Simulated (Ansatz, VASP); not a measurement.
**WC in two plane-wave programs**

Aim: how closely do two programs agree when they are given the same cell, functional and k mesh? The cell is taken from a series of runs on this material, whose earlier steps may have relaxed, scaled, displaced or heated it; both programs get it as it stands.

Method: plane waves, with VASP 6.6.1 beside it; PBEsol, in Ansatz 0.2.0.

### Step 1. The structure

The structure is tetragonal, space group I-42m (No. 121). The conventional cell has a = 4.346 Å, b = 4.346 Å, c = 8.691 Å, α = 90.00°, β = 90.00°, γ = 90.00°. W has 6 C at 2.17 to 2.18 Å nearest. Nearest to C lie 6 W at 2.17 to 2.18 Å. Farther neighbours are not listed.

### Step 2. Ansatz: single point, PBEsol, pair 1

Ansatz runs on its PAW soft_1 files.

A single point takes one fixed geometry, so differences don't come from the geometry; what else differs is listed under the comparison.

input.yaml

```yaml
crystal:
  lattice:
    - [0.0, 0.0, -4.3455662117]
    - [4.3455662117, 0.0, 0.0]
    - [2.1727831059, -4.3455662117, -2.1727831059]
  atoms:
    - { symbol: W, position: [0.4934912345, 0.5065087655, 0.0] }
    - { symbol: W, position: [0.0065087655, -0.0065087655, 0.0] }
    - { symbol: W, position: [0.2434912345, 0.7434912345, 0.5] }
    - { symbol: W, position: [0.7565087655, 0.2565087655, 0.5] }
    - { symbol: C, position: [0.5058438472, 0.0058438472, 0.0] }
    - { symbol: C, position: [-0.0058438472, 0.4941561528, 0.0] }
    - { symbol: C, position: [0.2558438472, 0.2441561528, 0.5] }
    - { symbol: C, position: [0.7441561528, 0.7558438472, 0.5] }
kpoints:
  mp_grid: { grid: [10, 10, 10] }
hamiltonian:
  xc: pbesol
  pseudopotentials: { kind: paw, azcp: { folder: soft_1 }, xc_functional: pbe }
scf:
  occupations: { method: methfessel_paxton, width: 0.2 }
output:
  forces: true
  stress: true
  eigenvalues: true
```

Launch:

```console
$ ansatz run input.yaml --threads 4 --pin off --max-ram 10240MiB --backend cpu --events-out ev --progress --plain --runs-dir out
```

Numbers of over 12 decimals in the logs are rounded to 6 here.

What it wrote:

```text
Engine: ansatz 0.2.0, aarch64-unknown-linux-gnu
Pseudopotentials: kind: paw
Pseudopotential: W, paw, valence charge 14, recommended cutoff 420 eV (normal), soft_1/W.paw.azcp
Pseudopotential: C, paw, valence charge 4, recommended cutoff 420 eV (normal), soft_1/C.paw.azcp
Functional definition: PBEsol
  exchange = pbesol_x
  correlation = pbesol_c
Crystal: 8 atoms, lattice volume = 82.061 Å³
Basis set: ecut = 420 eV, 1591 PW (Γ), exchange–correlation on 60×60×72 points (8 copies of the dense FFT grid, shifted against one another)
Bands: 44, of which v1, the nominal top of the filled ones, is band 36 counted from 1 (35 counted from 0)
Symmetry: 8 space group operations
Space group: I-42m (ITA 121), of the structure as read, at distance tolerance 4.3e-5 Å
k-points: 102 of 1000 (time reversal used)
Non-local potential: W, projectors of the file, l = 0: 3, l = 1: 2, l = 2: 2, l = 3: 1
Non-local potential: C, projectors of the file, l = 0: 2, l = 1: 2, l = 2: 1
PAW form: soft (Blöchl's): semilocal exchange-correlation on the pseudo side does not see the compensation charge
PAW frozen core: W, regenerated for the run's functional, and the local potential with it (the file was generated under x = pbe(κ = 0.804, μ = 0.219515), c = pbe(β = 0.066725))
PAW frozen core: C, regenerated for the run's functional, and the local potential with it (the file was generated under x = pbe(κ = 0.804, μ = 0.219515), c = pbe(β = 0.066725))
PAW one-centre angular grid: W, 590 points (default); XC on 64 Gauss nodes
PAW one-centre angular grid: C, 110 points (default); XC on 64 Gauss nodes
Initial density: superposition of atomic densities (chi_scale 0.1, normalization cell, long waves kept (reshape's long-wave potential 0.00 eV rms))
Initial wavefunctions: pseudopotential atomic-orbital guess
Functional: x = pbesol(κ = 0.804, μ = 0.123457), c = pbesol(β = 0.046)
SCF iter   1: F=—  HF=-42021.359606 eV  |F-HF|=—  |Δ(HF+E_count)|=         —  Δρ=1.44e-1  dr2=2.34e1  ethr=3.10e-3  ⟨swp⟩=4.7  Hψ=16613  notcnv=0
preconditioner: auto → Kerker (q_TF=auto, 2.669 Å⁻¹)  [metal: Δε(μ)=0.010 eV  Ē_g=9.052 eV  σ=0.200 eV  W_gap=0.04  n_scr=30 (ndim 8)  ℏωp=25.9 eV  f_vac=0.000  D(μ)=3.50/eV (n_scr^D=30)]
SCF iter   2: F=—  HF=-42016.622612 eV  |F-HF|=—  |Δ(HF+E_count)|=    4.74e0  S|Δr|=    0.00e0  Δρ=6.52e-2  dr2=4.82e0  ethr=3.10e-3  ⟨swp⟩=2.7  Hψ=8145  notcnv=0  defer=147
SCF iter   3: F=—  HF=-42015.395553 eV  |F-HF|=—  |Δ(HF+E_count)|=    1.23e0  S|Δr|=    0.00e0  Δρ=1.04e-2  dr2=3.60e-2  ethr=3.10e-3  ⟨swp⟩=2.6  Hψ=7715  notcnv=0  defer=149
SCF iter   4: F=—  HF=-42015.393494 eV  |F-HF|=—  |Δ(HF+E_count)|=   2.06e-3  S|Δr|=    0.00e0  Δρ=2.12e-3  dr2=3.62e-3  ethr=4.99e-5  ⟨swp⟩=2.5  Hψ=7099  notcnv=0  defer=124
SCF iter   5: F=—  HF=-42015.392799 eV  |F-HF|=—  |Δ(HF+E_count)|=   6.95e-4  S|Δr|=    0.00e0  Δρ=1.69e-4  dr2=1.86e-5  ethr=5.03e-6  ⟨swp⟩=2.0  Hψ=6324  notcnv=0  defer=124
SCF iter   6: F=—  HF=-42015.392809 eV  |F-HF|=—  |Δ(HF+E_count)|=   1.04e-5  S|Δr|=    0.00e0  Δρ=5.65e-5  dr2=3.05e-6  ethr=2.58e-8  ⟨swp⟩=2.3  Hψ=7412  notcnv=0  defer=124
SCF iter   7: F=-42015.392809 eV  HF=-42015.392809 eV  |F-HF|=6.36e-9  |Δ(HF+E_count)|=   7.93e-7  S|Δr|=    0.00e0  Δρ=5.41e-6  dr2=1.64e-8  ethr=1.39e-10  ⟨swp⟩=7.6  Hψ=20438  notcnv=0
SCF 1 converged in 7 iterations: F = -42015.392809 eV  dr2 = 1.64e-8
  greatest PAW one-centre occupation: 0.999 electrons in one spin orbital (limit 2), on the W atom at site 3 (counted from 0), in its partial waves of l = 0
SCF converged after 7 iterations
Stability not checked: this state was not tested for a lower state beside it, because cold or Methfessel-Paxton smearing, or corrected tetrahedra, fill the levels in a way that the test cannot read (fill_not_monotonic; see scf.lower_state_search)
Free energy (F): -42015.392809 eV
Harris-Foulkes:  -42015.392809 eV  (|F-HF|=6.36e-9)
Internal energy: -42015.397930 eV  (E = F + TS)
E sigma→0 (E₀):  -42015.394089 eV
Entropy (-TS):   0.005122 eV (0.640 meV/atom)
Fermi energy:    22.126766 eV
Step filling:    the computed levels leave a gap of 0.0050 eV = 0.0 smearing widths at the electron count; against every level under it full and every level over it empty, smearing changes F+E_penalty+E_count by +0.561 meV and its σ→0 estimate by -0.719 meV
--- Per-component energies (eV) ---
  E_band       = -222.825124
  E_kinetic    = 2043.613631
  E_local      = -2317.621502  (includes V_loc(G=0)·N_el)
  E_nonlocal   = 1.678840
  E_hartree    = 949.149535
  E_xc         = -1255.571472
  E_vxc        = -1162.557451  (∫ρ·V_xc dr)
  E_paw        = -34187.912132  (= ΣΔE_a)
  E_vpaw       = -686.238989  (= ΣTr[D̂ρ^β])
  E_aug_tail   = 0.000636  (compensation charges beyond the density's cutoff)
  E_ewald      = -7249.707299
  E_core_change = 0.971833  (= ΣΔE_core)
  E_smearing   = 0.005122  (= −TS)
  E_closure    = -0.000000  (closes the sum)
  Σ components = -42015.392809   (vs F -42015.392809, Δ=0.00e0)
--- Forces (eV/Å), atoms counted from 1 ---
  atom   1  W      0.12853187     0.01761577     0.12853187
  atom   2  W     -0.12853187     0.01761577    -0.12853187
  atom   3  W     -0.12853187    -0.01761577     0.12853187
  atom   4  W      0.12853187    -0.01761577    -0.12853187
  atom   5  C     -0.00569786     0.00020664     0.00569786
  atom   6  C      0.00569786     0.00020664    -0.00569786
  atom   7  C      0.00569786    -0.00020664     0.00569786
  atom   8  C     -0.00569786    -0.00020664    -0.00569786
  max |Σ_I F_I| component: 4.16e-17 eV/Å
--- Stress (GPa, compression-positive) ---
        0.333874       0.000000      -0.000000
        0.000000      -0.848561      -0.000000
       -0.000000      -0.000000       0.333874
  P = ⅓ Tr σ = -0.0603 GPa (-0.603 kbar)
--- Band table (eV; the first three rows and the last of 102) ---
  k-point 0: bands = [... 32 lower, 19.6195, 21.0605, 21.0694, 21.0694, 21.1488, 21.1554, 22.6100, 22.6445, ... 4 higher]
  k-point 1: bands = [... 32 lower, 19.5352, 19.5352, 21.1722, 21.3316, 21.3316, 21.8260, 21.8668, 22.6900, ... 4 higher]
  k-point 2: bands = [... 32 lower, 19.3209, 19.3209, 20.9207, 21.0179, 21.4253, 21.9452, 21.9452, 22.8592, ... 4 higher]
  k-point 101: bands = [... 32 lower, 22.1612, 22.1887, 22.6527, 22.7094, 22.7145, 23.0265, 23.0525, 23.2544, ... 4 higher]
```

Reading the cycles: dr2 is the Hartree energy of the density residual (eV), the measure of convergence; HF is the Harris–Foulkes estimate of the energy, which meets the free energy F at convergence.

The run ends at a pressure of -0.06 GPa, with forces up to 0.18 eV/Å.

### Step 3. VASP: single point, PBEsol, pair 1

The same cell, functional, mesh and smearing now go to VASP, with its own data sets.

Lines of VASP's logs that name or quote its potential files are left out, and so is its time.

INCAR

```
SYSTEM = WC
PREC = Accurate
ENCUT = 600
EDIFF = 1E-06
NELM = 120
ISMEAR = 1
SIGMA = 0.2
LREAL = .FALSE.
ALGO = Normal
GGA = PS
NBANDS = 28
LASPH = .TRUE.
LORBIT = 11
LWAVE = .FALSE.
LCHARG = .FALSE.
ISIF = 2
GGA_COMPAT = .FALSE.
KPAR = 2
```

POSCAR

```
WC
1.0
    0.0000000000      0.0000000000     -4.3455662117
    4.3455662117      0.0000000000      0.0000000000
    2.1727831059     -4.3455662117     -2.1727831059
W C
4 4
Direct
    0.4934912345      0.5065087655      0.0000000000
    0.0065087655      0.9934912345      0.0000000000
    0.2434912345      0.7434912345      0.5000000000
    0.7565087655      0.2565087655      0.5000000000
    0.5058438472      0.0058438472      0.0000000000
    0.9941561528      0.4941561528      0.0000000000
    0.2558438472      0.2441561528      0.5000000000
    0.7441561528      0.7558438472      0.5000000000
```

KPOINTS

```
Automatic mesh
0
Gamma
10 10 10
0 0 0
```

Potentials, in the order of the species: W and C (PBE family, release 64).

Launch:

```console
$ mpirun -np 2 vasp_std
```

What it wrote:

```text
[banner, memory and clock lines left out]
running    2 mpi-ranks, on    1 nodes
 distrk:  each k-point on    1 cores,    2 groups
 distr:  one band on    1 cores,    1 groups

 POSCAR found type information on POSCAR W C
 POSCAR found :  2 types and       8 ions
|                                                                             |
|               ----> ADVICE to this user running VASP <----                  |
|                                                                             |
|     You enforced a specific xc type in the INCAR file but a different       |
|     [... a line on the potential file left out ...]
|     I HOPE YOU KNOW WHAT YOU ARE DOING!                                     |
|                                                                             |

 LDA part: xc-table for (Slater+PW92), standard interpolation
 POSCAR, INCAR and KPOINTS ok, starting setup
 FFT: planning ... GRIDC
 FFT: planning ... GRID_SOFT
 FFT: planning ... GRID
 WAVECAR not read
 entering main loop
       N       E                     dE             d eps       ncg     rms          rms(c)
DAV:   1     0.197210187742E+03    0.19721E+03   -0.20753E+04  5720   0.149E+03
DAV:   2    -0.775271203720E+02   -0.27474E+03   -0.26440E+03  6620   0.374E+02
DAV:   3    -0.104697345791E+03   -0.27170E+02   -0.25991E+02  8104   0.859E+01
DAV:   4    -0.105652818845E+03   -0.95547E+00   -0.93954E+00  7780   0.168E+01
DAV:   5    -0.105676223525E+03   -0.23405E-01   -0.23253E-01  7720   0.251E+00    0.695E+01
DAV:   6    -0.927352745901E+02    0.12941E+02   -0.70175E+01  7484   0.379E+01    0.242E+01
DAV:   7    -0.923788875318E+02    0.35639E+00   -0.30559E+00  7584   0.104E+01    0.152E+01
DAV:   8    -0.922689392900E+02    0.10995E+00   -0.36046E-01  6668   0.324E+00    0.152E+00
DAV:   9    -0.922537193392E+02    0.15220E-01   -0.11086E-01  7904   0.155E+00    0.526E-01
DAV:  10    -0.922523445330E+02    0.13748E-02   -0.84361E-03  7420   0.543E-01    0.957E-02
DAV:  11    -0.922523545658E+02   -0.10033E-04   -0.22162E-04  7952   0.947E-02    0.125E-02
DAV:  12    -0.922523523215E+02    0.22443E-05   -0.11205E-05  8020   0.188E-02    0.683E-03
DAV:  13    -0.922523513863E+02    0.93523E-06   -0.62381E-06  7364   0.111E-02
   1 F= -.92252351E+02 E0= -.92254062E+02  d E =0.513216E-02
```

From OUTCAR (step 3):

```text
ion  position               nearest neighbor table
   1  0.493  0.507  0.000-   5 2.17   6 2.17   8 2.17   7 2.17   6 2.18   5 2.18   2 2.99   4 3.03
                             3 3.03   4 3.07   3 3.07   4 3.07   3 3.07   2 3.07   2 3.07   3 3.11
   2  0.007  0.993  0.000-   5 2.17   6 2.17   7 2.17   8 2.17   6 2.18   5 2.18   1 2.99   4 3.03
                             3 3.03   4 3.07   3 3.07   4 3.07   3 3.07   1 3.07   1 3.07   3 3.11
   3  0.243  0.743  0.500-   7 2.17   8 2.17   6 2.17   5 2.17   8 2.18   7 2.18   4 2.99   2 3.03
                             1 3.03   2 3.07   1 3.07   2 3.07   1 3.07   4 3.07   4 3.07   1 3.11
   4  0.757  0.257  0.500-   7 2.17   8 2.17   5 2.17   6 2.17   8 2.18   7 2.18   3 2.99   2 3.03
                             1 3.03   1 3.07   2 3.07   2 3.07   1 3.07   3 3.07   3 3.07   2 3.11
   5  0.506  0.006  0.000-   1 2.17   2 2.17   4 2.17   3 2.17   2 2.18   1 2.18
   6  0.994  0.494  0.000-   1 2.17   2 2.17   3 2.17   4 2.17   2 2.18   1 2.18
   7  0.256  0.244  0.500-   3 2.17   4 2.17   2 2.17   1 2.17   4 2.18   3 2.18
   8  0.744  0.756  0.500-   3 2.17   4 2.17   1 2.17   2 2.17   4 2.18   3 2.18

  LATTYP: Found a body centered tetragonal cell.
 ALAT       =     4.3455662117
 C/A-ratio  =     2.0000000000

 Subroutine GETGRP returns: Found  8 space group operations
 (whereof  2 operations were pure point group operations)

The static configuration has the point symmetry C_1h.
 The point group associated with its full space group is D_2d.

 Found    102 irreducible k-points:

   k-points           NKPTS =    102   k-points in BZ     NKDIM =    102   number of bands    NBANDS=     28

   dimension x,y,z NGX =    36 NGY =   36 NGZ =   48
   dimension x,y,z NGXF=    72 NGYF=   72 NGZF=   96

   ENCUT  =  600.0 eV  44.10 Ry    6.64 a.u.   8.68  8.68 10.63*2*pi/ulx,y,z

   NELECT =      40.0000    total number of electrons

 k-points in reciprocal lattice and weights: Automatic mesh
   0.00000000  0.00000000  0.00000000       0.001
   0.10000000  0.00000000 -0.00000000       0.008
   0.20000000  0.00000000 -0.00000000       0.008
   0.30000000  0.00000000  0.00000000       0.008
   0.40000000  0.00000000 -0.00000000       0.008
   0.50000000  0.00000000  0.00000000       0.004
   0.10000000  0.10000000 -0.00000000       0.008
   0.20000000  0.10000000  0.00000000       0.016
   0.30000000  0.10000000  0.00000000       0.016
[...]
-0.10000000 -0.10000000  0.40000000       0.004
   0.00000000  0.00000000  0.50000000       0.001

 average (electrostatic) potential at core
       1 -36.8057       2 -36.8057       3 -36.8057       4 -36.8057       5 -46.0135
       6 -46.0135       7 -46.0135       8 -46.0135

 E-fermi :   9.8465

 k-point     1 :       0.0000    0.0000    0.0000
  band No.  band energies     occupation
    ...
     18       8.8409      2.00000
     19       8.8491      2.00000
     20       8.8619      2.00000
     21       8.8709      2.00000
     22       8.8709      2.00000
     23      10.3398     -0.00269
     24      10.3813     -0.00103
     25      10.4056     -0.00056
     26      10.4304     -0.00029
     27      10.8252     -0.00000
    ...

 k-point     2 :       0.1000    0.0000   -0.0000
  band No.  band energies     occupation
    ...
     18       7.5202      2.00000
     19       8.4032      2.00000
     20       9.1599      2.00001
     21       9.6078      2.07060
     22       9.8051      1.34214
     23       9.9313      0.34920
     24      10.5338     -0.00001
     25      10.6519     -0.00000
     26      10.7289     -0.00000
     27      11.2522     -0.00000
    ...

 k-point     3 :       0.2000    0.0000   -0.0000
  band No.  band energies     occupation
    ...
     18       7.9472      2.00000
     19       8.5271      2.00000
     20       9.2225      2.00009
     21       9.3434      2.00216
     22       9.7756      1.56056
     23      10.4400     -0.00022
     24      10.8403     -0.00000
     25      11.0126     -0.00000
     26      11.8842     -0.00000
     27      12.1454     -0.00000
    ...

  Total        0.2752662     -0.4040926      0.2752662      0.0000000     -0.0000000     -0.0000000
  in kB        5.3743312     -7.8895528      5.3743312      0.0000000     -0.0000000     -0.0000000
  external PRESSURE =       0.9530365 kB  Pullay stress =       0.0000000 kB

  energy-cutoff  :      600.00
  volume of cell :       82.06
      direct lattice vectors                 reciprocal lattice vectors
     0.000000000  0.000000000 -4.345566212     0.000000000  0.115059805 -0.230119610
     4.345566212  0.000000000  0.000000000     0.230119610  0.115059805  0.000000000
     2.172783106 -4.345566212 -2.172783106     0.000000000 -0.230119610  0.000000000

 POSITION                                       TOTAL-FORCE (eV/Angst)
 -----------------------------------------------------------------------------------
      2.20107      0.00000     -2.14450         0.142006      0.020214      0.142006
      4.31728      0.00000     -0.02828        -0.142006      0.020214     -0.142006
      4.31728     -2.17278     -2.14450        -0.142006     -0.020214      0.142006
      2.20107     -2.17278     -4.37385         0.142006     -0.020214     -0.142006
      0.02539      0.00000     -2.19818        -0.008003     -0.001250      0.008003
      2.14739      0.00000     -4.32017         0.008003     -0.001250     -0.008003
      2.14739     -2.17278     -2.19818         0.008003      0.001250      0.008003
      4.37096     -2.17278     -4.32017        -0.008003      0.001250     -0.008003
 -----------------------------------------------------------------------------------
    total drift:                                0.000000     -0.000000     -0.000000

  FREE ENERGIE OF THE ION-ELECTRON SYSTEM (eV)
  ---------------------------------------------------
  free  energy   TOTEN  =       -92.2523513863 eV

  energy  without entropy=      -92.2574835488  energy(sigma->0) =      -92.25406211

 total charge
# of ion       s       p       d       tot
------------------------------------------
    1        0.571   0.808   4.386   5.765
    2        0.571   0.808   4.386   5.765
    3        0.571   0.808   4.386   5.765
    4        0.571   0.808   4.386   5.765
    5        0.854   1.586   0.000   2.441
    6        0.854   1.586   0.000   2.441
    7        0.854   1.586   0.000   2.441
    8        0.854   1.586   0.000   2.441
--------------------------------------------------
tot          5.704   9.575  17.544  32.824

[... 3 further parts left out ...]
```

The run ends at a pressure of 0.10 GPa, with forces up to 0.20 eV/Å.

### Step 4. Comparison

Known differences besides the potentials themselves: the data sets hold 72 valence electrons in Ansatz (on its PAW soft_1 files) and 40 in VASP; the cutoff is 420 eV in Ansatz and 600 eV in VASP; Ansatz makes its cores anew for this functional, VASP keeps those of its PBE data sets. Total energies have different zeros and are not compared.

Both answers:

| quantity | Ansatz | VASP | difference |
| --- | --- | --- | --- |
| pressure (GPa) | -0.06 | 0.10 | -0.16 |

Forces (eV/Å; atoms numbered as in POSCAR):

| atom | Ansatz x, y, z | VASP x, y, z |
| --- | --- | --- |
| W1 | 0.129, 0.018, 0.129 | 0.142, 0.020, 0.142 |
| W2 | -0.129, 0.018, -0.129 | -0.142, 0.020, -0.142 |
| W3 | -0.129, -0.018, 0.129 | -0.142, -0.020, 0.142 |
| W4 | 0.129, -0.018, -0.129 | 0.142, -0.020, -0.142 |
| C5 | -0.006, 0.000, 0.006 | -0.008, -0.001, 0.008 |
| C6 | 0.006, 0.000, -0.006 | 0.008, -0.001, -0.008 |
| C7 | 0.006, 0.000, 0.006 | 0.008, 0.001, 0.008 |
| C8 | -0.006, 0.000, -0.006 | -0.008, 0.001, -0.008 |

The forces differ by 8.0 meV/Å r.m.s., which is 9.7 % of the r.m.s. force of 0.083 eV/Å (both taken over all components).

(Continued in part 2 of 2.)

[Lines on the potential files, build, host, timing and source positions are cut from VASP's logs without a mark.]

[Logs are printed without paths, hosts, clocks, repeated set-up lines and the standing remarks that a program may print on its own settings, such as how far it seeks lower states.]

[Hosts, paths, dates, database ids (printed as entryN), source tags and the programs' standing remarks are cut or masked in the printed files.]
